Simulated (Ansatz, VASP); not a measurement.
# BN: VASP beside Ansatz, part 2 of 3

One calculation is typed for both programs; each brings its own data sets. How far apart do they land? The cell is taken from a series of runs on this material, whose earlier steps may have relaxed, scaled, displaced or heated it; both programs get it as it stands.

VASP 6.6.1 and Ansatz 0.2.0.

So far: The structure; VASP: zone-centre phonons, LDA.

### 2. VASP: zone-centre phonons, LDA (continued)

Level of this step: LDA; plane waves and PAW (B, N) (VASP).

OUTCAR, selected parts (step 2):

```text
ion  position               nearest neighbor table
   1  0.333  0.667  0.250-   4 1.44   4 1.44   4 1.44
   2  0.667  0.333  0.750-   3 1.44   3 1.44   3 1.44
   3  0.333  0.667  0.750-   2 1.44   2 1.44   2 1.44
   4  0.667  0.333  0.250-   1 1.44   1 1.44   1 1.44

  LATTYP: Found a hexagonal cell.
 ALAT       =     2.4879195347
 C/A-ratio  =     2.5786026239

 Subroutine GETGRP returns: Found 24 space group operations
 (whereof 12 operations were pure point group operations)

The static configuration has the point symmetry D_3d.
 The point group associated with its full space group is D_6h.

 Found     36 irreducible k-points:

   k-points           NKPTS =     36   k-points in BZ     NKDIM =     36   number of bands    NBANDS=     14

   dimension x,y,z NGX =    20 NGY =   20 NGZ =   54
   dimension x,y,z NGXF=    40 NGYF=   40 NGZF=  108

   ENCUT  =  600.0 eV  44.10 Ry    6.64 a.u.   4.97  4.97 12.81*2*pi/ulx,y,z

   NELECT =      16.0000    total number of electrons

 k-points in reciprocal lattice and weights: Automatic mesh
   0.00000000  0.00000000  0.00000000       0.003
   0.11111111 -0.00000000  0.00000000       0.019
   0.22222222 -0.00000000  0.00000000       0.019
   0.33333333 -0.00000000  0.00000000       0.019
   0.44444444 -0.00000000  0.00000000       0.019
   0.11111111  0.11111111  0.00000000       0.019
   0.22222222  0.11111111  0.00000000       0.037
   0.33333333  0.11111111  0.00000000       0.037
   0.44444444  0.11111111  0.00000000       0.019
[...]
0.33333333  0.22222222  0.50000000       0.037
   0.33333333  0.33333333  0.50000000       0.006

 average (electrostatic) potential at core
       1 -33.7627       2 -33.7627       3 -64.3553       4 -64.3553

  Total        0.1252695      0.1252695      0.0286736      0.0000000     -0.0000000      0.0000000
  in kB        5.8362211      5.8362211      1.3358818      0.0000000     -0.0000000      0.0000000
  external PRESSURE =       4.3361080 kB  Pullay stress =       0.0000000 kB

  energy-cutoff  :      600.00
  volume of cell :       34.39
      direct lattice vectors                 reciprocal lattice vectors
     2.487919535  0.000000000  0.000000000     0.401942260  0.232061472  0.000000000
    -1.243959767  2.154601520  0.000000000     0.000000000  0.464122944  0.000000000
     0.000000000  0.000000000  6.415355840     0.000000000  0.000000000  0.155875999

 POSITION                                       TOTAL-FORCE (eV/Angst)
 -----------------------------------------------------------------------------------
      0.00000      1.43640      1.60384        -0.000000      0.000000      0.000000
      1.24396      0.71820      4.81152         0.000000     -0.000000     -0.000000
      0.00000      1.43640      4.81152         0.000000     -0.000000     -0.000000
      1.24396      0.71820      1.60384        -0.000000      0.000000      0.000000
 -----------------------------------------------------------------------------------
    total drift:                               -0.000000     -0.000000      0.000000

 MACROSCOPIC STATIC DIELECTRIC TENSOR (including local field effects in DFT)
 ------------------------------------------------------
           4.938031     0.000000     0.000000
           0.000000     4.938031     0.000000
           0.000000     0.000000     2.919442
 ------------------------------------------------------

 PIEZOELECTRIC TENSOR (including local field effects)  for field in x, y, z        (C/m^2)
          XX          YY          ZZ          XY          YZ          ZX
  --------------------------------------------------------------------------------
  x     0.00000     0.00000     0.00000     0.00000     0.00000     0.00000
  y     0.00000     0.00000     0.00000     0.00000     0.00000     0.00000
  z     0.00000     0.00000     0.00000     0.00000     0.00000     0.00000

 BORN EFFECTIVE CHARGES (including local field effects) (in |e|, cummulative output)
 ---------------------------------------------------------------------------------
 ion    1
    1     2.70525     0.00000     0.00000
    2     0.00000     2.70525     0.00000
    3     0.00000     0.00000     0.83735
 ion    2
    1     2.70525     0.00000     0.00000
    2     0.00000     2.70525     0.00000
    3     0.00000     0.00000     0.83735
 ion    3
    1    -2.70525    -0.00000     0.00000
    2    -0.00000    -2.70525     0.00000
    3     0.00000    -0.00000    -0.83735
 ion    4
    1    -2.70525    -0.00000     0.00000
    2    -0.00000    -2.70525     0.00000
    3    -0.00000     0.00000    -0.83735

 Eigenvectors and eigenvalues of the dynamical matrix
 ----------------------------------------------------

   1 f  =   41.503454 THz   260.773895 2PiTHz 1384.406222 cm-1   171.644418 meV
             X         Y         Z           dx          dy          dz
      0.000000  1.436401  1.603839    -0.443963   -0.290971    0.000000
      1.243960  0.718201  4.811517     0.443963    0.290971    0.000000
      0.000000  1.436401  4.811517    -0.390716   -0.256073    0.000000
      1.243960  0.718201  1.603839     0.390716    0.256073    0.000000

   2 f  =   41.503454 THz   260.773895 2PiTHz 1384.406222 cm-1   171.644418 meV
             X         Y         Z           dx          dy          dz
      0.000000  1.436401  1.603839     0.290971   -0.443963    0.000000
      1.243960  0.718201  4.811517    -0.290971    0.443963   -0.000000
      0.000000  1.436401  4.811517     0.256073   -0.390716   -0.000000
      1.243960  0.718201  1.603839    -0.256073    0.390716   -0.000000

   3 f  =   41.499779 THz   260.750799 2PiTHz 1384.283612 cm-1   171.629217 meV
             X         Y         Z           dx          dy          dz
      0.000000  1.436401  1.603839     0.444240    0.291152   -0.000000
      1.243960  0.718201  4.811517     0.444240    0.291152    0.000000
      0.000000  1.436401  4.811517    -0.390402   -0.255867   -0.000000
      1.243960  0.718201  1.603839    -0.390402   -0.255867    0.000000

   4 f  =   41.499779 THz   260.750799 2PiTHz 1384.283611 cm-1   171.629217 meV
             X         Y         Z           dx          dy          dz
      0.000000  1.436401  1.603839     0.291152   -0.444240    0.000000
      1.243960  0.718201  4.811517     0.291152   -0.444240    0.000000
      0.000000  1.436401  4.811517    -0.255867    0.390402   -0.000000
      1.243960  0.718201  1.603839    -0.255867    0.390402    0.000000

   5 f  =   24.331510 THz   152.879385 2PiTHz  811.611805 cm-1   100.626994 meV
             X         Y         Z           dx          dy          dz
      0.000000  1.436401  1.603839    -0.000000    0.000000    0.529035
      1.243960  0.718201  4.811517     0.000000   -0.000000   -0.529035
      0.000000  1.436401  4.811517     0.000000   -0.000000    0.469171
      1.243960  0.718201  1.603839    -0.000000    0.000000   -0.469171

   6 f  =   22.434613 THz   140.960831 2PiTHz  748.338141 cm-1    92.782063 meV
             X         Y         Z           dx          dy          dz
      0.000000  1.436401  1.603839    -0.000000    0.000000   -0.531185
      1.243960  0.718201  4.811517     0.000000   -0.000000   -0.531185
      0.000000  1.436401  4.811517     0.000000   -0.000000    0.466736
      1.243960  0.718201  1.603839    -0.000000    0.000000    0.466736

   7 f  =    3.585124 THz    22.525997 2PiTHz  119.586854 cm-1    14.826874 meV
             X         Y         Z           dx          dy          dz
      0.000000  1.436401  1.603839     0.000000   -0.000000   -0.469171
      1.243960  0.718201  4.811517    -0.000000    0.000000    0.469171
      0.000000  1.436401  4.811517    -0.000000    0.000000    0.529035
      1.243960  0.718201  1.603839     0.000000   -0.000000   -0.529035

   8 f  =    1.542991 THz     9.694899 2PiTHz   51.468643 cm-1     6.381296 meV
             X         Y         Z           dx          dy          dz
      0.000000  1.436401  1.603839     0.390533    0.256353    0.000000
      1.243960  0.718201  4.811517    -0.390533   -0.256353    0.000000
      0.000000  1.436401  4.811517    -0.443755   -0.291288    0.000000
      1.243960  0.718201  1.603839     0.443755    0.291288    0.000000

   9 f  =    1.542991 THz     9.694899 2PiTHz   51.468643 cm-1     6.381296 meV
             X         Y         Z           dx          dy          dz
      0.000000  1.436401  1.603839    -0.256353    0.390533   -0.000000
      1.243960  0.718201  4.811517     0.256353   -0.390533   -0.000000
      0.000000  1.436401  4.811517     0.291288   -0.443755   -0.000000
      1.243960  0.718201  1.603839    -0.291288    0.443755   -0.000000

  10 f/i=    0.000699 THz     0.004389 2PiTHz    0.023300 cm-1     0.002889 meV
             X         Y         Z           dx          dy          dz
      0.000000  1.436401  1.603839     0.000000    0.000000    0.466736
      1.243960  0.718201  4.811517     0.000000    0.000000    0.466736
      0.000000  1.436401  4.811517     0.000000    0.000000    0.531185
      1.243960  0.718201  1.603839     0.000000    0.000000    0.531185

  11 f/i=    0.001967 THz     0.012359 2PiTHz    0.065615 cm-1     0.008135 meV
             X         Y         Z           dx          dy          dz
      0.000000  1.436401  1.603839    -0.046865    0.464420   -0.000000
      1.243960  0.718201  4.811517    -0.046865    0.464420   -0.000000
      0.000000  1.436401  4.811517    -0.053328    0.528464   -0.000000
      1.243960  0.718201  1.603839    -0.053328    0.528464   -0.000000

  12 f/i=    0.001967 THz     0.012359 2PiTHz    0.065615 cm-1     0.008135 meV
             X         Y         Z           dx          dy          dz
      0.000000  1.436401  1.603839    -0.464420   -0.046865    0.000000
      1.243960  0.718201  4.811517    -0.464420   -0.046865    0.000000
      0.000000  1.436401  4.811517    -0.528464   -0.053328    0.000000
      1.243960  0.718201  1.603839    -0.528464   -0.053328    0.000000

 MACROSCOPIC STATIC DIELECTRIC TENSOR IONIC CONTRIBUTION
 ------------------------------------------------------
           1.791541     0.000000     0.000000
           0.000000     1.791541    -0.000000
           0.000000    -0.000000     0.587347
 ------------------------------------------------------

 ELASTIC MODULI CONTR FROM IONIC RELAXATION (kBar)
 Direction    XX          YY          ZZ          XY          YZ          ZX
 --------------------------------------------------------------------------------
 XX        -472.9978    472.9978     -0.0000     -0.0000      0.0000      0.0000
 YY         472.9978   -472.9978      0.0000     -0.0000     -0.0000     -0.0000
 ZZ          -0.0000      0.0000     -0.0000     -0.0000     -0.0000     -0.0000
 XY          -0.0000     -0.0000     -0.0000   -472.9978     -0.0000     -0.0000
 YZ           0.0000     -0.0000     -0.0000     -0.0000     -0.0000     -0.0000
 ZX           0.0000     -0.0000     -0.0000     -0.0000     -0.0000     -0.0000
 --------------------------------------------------------------------------------

 PIEZOELECTRIC TENSOR IONIC CONTR  for field in x, y, z        (C/m^2)
          XX          YY          ZZ          XY          YZ          ZX
  --------------------------------------------------------------------------------
  x     0.00000    -0.00000    -0.00000    -0.00000    -0.00000    -0.00000
  y     0.00000     0.00000     0.00000     0.00000    -0.00000    -0.00000
  z     0.00000    -0.00000     0.00000     0.00000    -0.00000    -0.00000
```

(Part 2 of 3 ends here.)

[Lines on the potential files, build, host, timing and source positions are cut from VASP's logs without a mark.]

[Logs are printed without paths, hosts, clocks, repeated set-up lines and the standing remarks that a program may print on its own settings, such as how far it seeks lower states.]

[Hosts, paths, dates, database ids (printed as entryN), source tags and the programs' standing remarks are cut or masked in the printed files.]
